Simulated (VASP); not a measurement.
VASP input:

POSCAR:
```
BN
1
    1.2712230378    -2.2018231076     0.0000000000
    1.2712230378     2.2018231076     0.0000000000
    0.0000000000     0.0000000000     4.2050197319
B N
2 2
Direct
  0.6666670000   0.3333330000   0.5002486094
  0.3333330000   0.6666670000   0.0002486094
  0.6666670000   0.3333330000   0.8747513906
  0.3333330000   0.6666670000   0.3747513906
```

KPOINTS:
```
Automatic
0
G
  10 10 6
```

**INCAR**
```
! general
SYSTEM   =  BN
PREC     =  Accurate
ENCUT    =  600
LREAL    =  .FALSE.
LASPH    =  .TRUE.

! electronic loop
EDIFF    =  1E-7
NELM     =  100
ALGO     =  Normal

! smearing
ISMEAR   =  0
SIGMA    =  0.05

! functional
GGA      =  PS

! ions
IBRION   =  2
NSW      =  40
ISIF     =  3
EDIFFG   =  -0.01
PSTRESS  =  200

! output
LWAVE    =  .FALSE.
LCHARG   =  .FALSE.
```

POTCAR, in this order: B N (PBE.64 set). Program: vasp_std.

Question: Translate this PBEsol calculation to Ansatz.

Answer: One equivalent input (not run):
Ansatz 0.2 input:
```yaml
crystal:
  lattice:
    - [1.2712230, -2.2018231, 0.0000000]
    - [1.2712230, 2.2018231, 0.0000000]
    - [0.0000000, 0.0000000, 4.2050197]
  atoms:
    - { symbol: B, position: [0.6666670, 0.3333330, 0.5002486] }
    - { symbol: B, position: [0.3333330, 0.6666670, 0.0002486] }
    - { symbol: N, position: [0.6666670, 0.3333330, 0.8747514] }
    - { symbol: N, position: [0.3333330, 0.6666670, 0.3747514] }
kpoints:
  mp_grid: { grid: [10, 10, 6] }
hamiltonian:
  xc: pbesol
  pseudopotentials: { kind: paw }
scf:
  occupations: { method: gaussian, width: 0.05 }
  max_iter: 100
relax:
  max_steps: 40
  f_tol: 0.01
  cell: { p_target: 20 }
output: { forces: true, stress: true, eigenvalues: true }
```
What does not carry over: each code has its own PAW files, so the cut-off isn't converted (ENCUT is set for VASP's; basis.ecutwfc is left out, and Ansatz then takes the one that its files recommend); Ansatz stops its SCF on the density residual and VASP on the energy change (EDIFF).

The compound is BN in the wurtzite structure, a metastable high-pressure form. This run relaxes it under an external pressure of 20 GPa. Symmetry was kept, so distortions that lower it aren't found.
